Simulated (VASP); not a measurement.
BeZn2Se3:

```
Be Zn Se
1.0
     5.10081    0.00000    0.00000
    -2.55041    4.41743    0.00000
     0.00000    0.00000    5.59526
Be Zn Se
1 2 3
Direct
  0.00000 0.00000 0.50000
  0.33333 0.66667 0.00000
  0.66667 0.33333 0.00000
  0.40028 0.00000 0.50000
  0.00000 0.40028 0.50000
  0.59972 0.59972 0.50000
```

The cell was built by a generator and needn't be a form met in nature.

```yaml
Program: VASP 6.6.1
Task: relaxation of cell and atoms
Functional: PBE
Potentials_or_basis: VASP PAW PBE potentials, release 64 (Be, Zn, Se)
Cutoff: 520 eV
k_mesh: 3 × 3 × 3
Occupations: gaussian, width 0.15 eV
Spin: no spin polarisation
```

At the start: pressure 10.5 GPa; volume 21.01 Å³/atom.

Question: How do energy, volume and symmetry change on relaxing?

Answer: Over 24 steps the energy falls by 698.8 meV/atom and the volume is 20.87 Å³/atom (-0.7 %); space group P-62m (No. 189, to 0.05 Å).

Step by step:
| step | energy change (eV) | largest force (eV/Å) | pressure (GPa) | volume (Å³) |
| --- | --- | --- | --- | --- |
| 1 | 0.0000 | 0.1209 | 10.51 | 126.08 |
| 2 | -0.8368 | 0.7560 | -1.81 | 152.66 |
| 3 | -0.8406 | 0.6996 | -0.26 | 149.55 |
| 4 | -0.8414 | 0.7320 | -1.41 | 151.04 |
| 5 | -0.8417 | 0.7204 | -1.16 | 150.52 |
| 6 | -1.0136 | 0.6252 | -1.24 | 149.21 |
| 7 | -1.4808 | 0.1116 | -1.61 | 144.57 |
| 8 | -3.0342 | 1.3482 | 0.58 | 131.91 |
| 9 | 1.0217 | 6.4062 | 46.68 | 91.63 |
| 10 | -3.3155 | 2.8819 | 4.20 | 124.47 |
| 11 | -3.2974 | 2.6629 | 3.19 | 126.03 |
| 12 | -3.3349 | 2.6925 | 3.80 | 125.92 |
| 13 | -3.4173 | 2.7373 | 3.59 | 125.53 |
| 14 | -3.4359 | 2.8841 | 3.34 | 124.51 |
| 15 | -3.4544 | 2.8287 | 3.32 | 125.00 |
| 16 | -3.5203 | 2.6722 | 2.85 | 125.33 |
| 17 | -3.6934 | 2.2108 | 1.94 | 126.35 |
| 18 | -3.9406 | 1.4200 | 0.00 | 128.40 |
| 19 | -4.1128 | 0.2387 | -2.82 | 132.55 |
| 20 | -4.1384 | 0.2040 | -2.06 | 131.14 |
| 21 | -4.1856 | 0.0922 | -1.21 | 127.12 |
| 22 | -4.1405 | 0.1694 | 2.70 | 119.31 |
| 23 | -4.1930 | 0.0237 | 0.47 | 124.63 |
| 24 | -4.1928 | 0.0410 | 0.05 | 125.25 |

Final structure:
```
Be Zn Se
1.0
     6.34541    0.00000    0.00000
    -3.17271    5.49529    0.00000
     0.00000    0.00000    3.59190
Be Zn Se
1 2 3
Direct
  0.00000 0.00000 0.50000
  0.33333 0.66667 0.00000
  0.66667 0.33333 0.00000
  0.34071 0.00000 0.50000
  0.00000 0.34071 0.50000
  0.65929 0.65929 0.50000
```

Caveat: the k mesh is coarse (spacing up to 0.47 Å⁻¹), so the values aren't converged.
